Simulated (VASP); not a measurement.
GaAs: single point with r2SCAN

Crystal: GaAs.

```
Ga As
1.0
     0.00000    2.83357    2.81237
     2.83357    0.00000    2.81237
     2.83357    2.83357    0.00000
Ga As
1 1
Direct
  0.00000 0.00000 0.00000
  0.25000 0.25000 0.25000
```

The cell was built by a generator and isn't the measured one.

```json
{
 "Program": "VASP 6.6.1",
 "Task": "single point",
 "Functional": "r2SCAN",
 "Potentials or basis": "VASP PAW PBE potentials, release 64 (Ga_d, As)",
 "Cutoff": "520 eV",
 "k mesh": "8 × 8 × 8",
 "Occupations": "gaussian, width 0.02 eV",
 "Spin": "non-collinear spin, zero start, spin-orbit coupling",
 "Starting moments": "[[0.0, 0.0, 0.0], [0.0, 0.0, 0.0]] μB"
}
```

The pressure is 0.6 GPa, the net moment is 0.00 μB per cell and the valence electrons inside the program's atomic spheres are Ga 11.64; As 2.88.

Stress tensor (GPa, compression positive):
```
0.47 0.00 0.00
0.00 0.47 0.00
0.00 0.00 0.97
```

Moments on the atoms (μB; x, y, z):
```
Ga  0.00 0.00 0.00
As  0.00 0.00 0.00
```

Wall time 31 min on 1 thread of Intel(R) Xeon(R) Platinum 8259CL CPU @ 2.50GHz (Skylake/Cascade Lake), with other jobs on the host, peak memory 0.43 GiB.

Caveat: the PAW data sets were made with another functional, which shifts forces and pressure a little.
